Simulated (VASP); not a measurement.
Input of a VASP 6.6.1 run:

Contents of INCAR:

```
SYSTEM = SrTlF3
PREC     = Accurate       ! precision mode
ENCUT    = 520            ! plane-wave cutoff, eV
EDIFF    = 1E-7           ! SCF threshold, eV
ISMEAR   = 0              ! smearing method
SIGMA    = 0.01           ! smearing width, eV
LREAL    = .False.        ! projectors in reciprocal space
LASPH    = .True.         ! aspherical terms in the spheres
NELM     = 80             ! most SCF steps
ALGO     = Normal         ! electronic algorithm
ISIF     = 2              ! what is computed and relaxed
LWAVE    = .False.        ! write WAVECAR
LCHARG   = .True.         ! write CHGCAR
METAGGA  = R2SCAN         ! meta-GGA
LMIXTAU  = .True.       
LELF     = .True.         ! ELF
LVHAR    = .True.       
NBANDS   = 30             ! bands
```

File KPOINTS:

```
regular mesh
0
Gamma
  6 6 6
  0 0 0
```

File POSCAR:

```
SrTlF3
1.0
    4.5908802038      0.0000000000      0.0000000000
    0.0000000000      4.5908802038      0.0000000000
    0.0000000000      0.0000000000      4.5908802038
Tl Sr F
1 1 3
Direct
    0.0000000000      0.0000000000      0.0000000000
    0.5000000000      0.5000000000      0.5000000000
    0.5000000000      0.5000000000      0.0000000000
    0.5000000000      0.0000000000      0.5000000000
    0.0000000000      0.5000000000      0.5000000000
```

Potentials or basis: VASP PAW PBE potentials, release 64 (Tl_d, Sr_sv, F).

Launch:

```sh
$ cat potpaw_PBE.64/Tl_d/POTCAR potpaw_PBE.64/Sr_sv/POTCAR potpaw_PBE.64/F/POTCAR > POTCAR
$ mpirun -np 1 vasp_std > vasp.out
```

(1) Predict the pressure.

(2) Predict the band gap on the k mesh.

Answers

(1) 4.6 GPa.

(2) 4.89 eV, direct.

Caveat: the PAW data sets were made with another functional, which shifts forces and pressure a little; spin-orbit coupling is left out, which as a rule narrows the gap of such compounds by several tenths of an eV.
